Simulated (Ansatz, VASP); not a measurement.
**NaP6 in VASP and in Ansatz**

File INCAR:

```
PREC     = Accurate       # precision mode
ENCUT    = 600            # plane-wave cutoff, eV
EDIFF    = 1E-7           # SCF threshold, eV
ISMEAR   = 0              # smearing method
SIGMA    = 0.1            # smearing width, eV
LREAL    = False          # projectors in reciprocal space
LASPH    = True           # aspherical terms in the spheres
NELM     = 100            # most SCF steps
ALGO     = Normal         # electronic algorithm
ISIF     = 3              # what is computed and relaxed
LWAVE    = False          # write WAVECAR
LCHARG   = False          # write CHGCAR
GGA      = PE             # functional
IVDW     = 12             # dispersion correction
IBRION   = 2              # ionic algorithm
NSW      = 100            # ionic steps
EDIFFG   = -0.01          # ionic threshold
```

File KPOINTS:

```
Automatic mesh
0
Gamma
  6 6 10
```

POSCAR

```
NaP6
1.0
    6.7875851001      0.0000000000      0.0000000000
   -3.3937925500      5.8782211270      0.0000000000
    0.0000000000      0.0000000000      3.7958904641
Na P
1 6
Direct
    0.0000000000      0.0000000000      0.5000000000
    0.6641514685      0.0000000000      0.0000000000
    0.3358485315      0.3358485315      0.0000000000
    0.0000000000      0.6641514685      0.0000000000
    0.3358485315      0.0000000000      0.0000000000
    0.0000000000      0.3358485315      0.0000000000
    0.6641514685      0.6641514685      0.0000000000
```

Input for Ansatz:

```yaml
crystal:
  lattice:
    - [6.7875851001, 0.0, 0.0]
    - [-3.39379255, 5.878221127, 0.0]
    - [0.0, 0.0, 3.7958904641]
  atoms:
    - { symbol: Na, position: [0.0, 0.0, 0.5] }
    - { symbol: P, position: [0.6641514685, 0.0, 0.0] }
    - { symbol: P, position: [0.3358485315, 0.3358485315, 0.0] }
    - { symbol: P, position: [0.0, 0.6641514685, 0.0] }
    - { symbol: P, position: [0.3358485315, 0.0, 0.0] }
    - { symbol: P, position: [0.0, 0.3358485315, 0.0] }
    - { symbol: P, position: [0.6641514685, 0.6641514685, 0.0] }
basis:
  ecutwfc: 420
kpoints:
  mp_grid: { grid: [6, 6, 10] }
hamiltonian:
  xc: pbe
  dispersion: d3bj
scf:
  occupations: { method: gaussian, width: 0.1 }
output:
  forces: true
  stress: true
  eigenvalues: true
  write_density: true
  write_potential: true
  elf: true
  volumetric_format: npy
relax:
  adjacent_minimum: "off"
  f_tol: 0.01
  max_steps: 80
  cell: { stress_tol: 0.05 }
```

Alike in both runs: task relaxation of cell and atoms; functional PBE; dispersion D3(BJ); k mesh 6 × 6 × 10; occupations gaussian, width 0.1 eV; no spin polarisation.

```csv
,VASP,Ansatz
version,VASP 6.6.1,Ansatz 0.2.0
potentials or method,"VASP PAW PBE potentials, release 64 (Na_pv, P)","scalar-relativistic, plane waves, PAW"
plane-wave cutoff (eV),600,420
valence electrons in the cell,37,39
```

|  | VASP | Ansatz | Ansatz less VASP |
| --- | --- | --- | --- |
| gap on the k mesh at the Fermi level, each at its own relaxed structure (eV) | none | none | - |
| relaxed volume (Å³/atom) | 21.30 | 21.35 | +0.056 |
| relaxed cell length with the largest relative difference (Å) | 3.654 | 3.661 | +0.0077 |
| energy change over the relaxation (meV/atom) | -4 | -4 | -0.3 |

A gap of «none» marks a metal or a gap that the smearing closes. The two sets of potentials don't hold the same shells in valence.

Caveats: pairwise dispersion overbinds metals, which lowers pressure and volume.
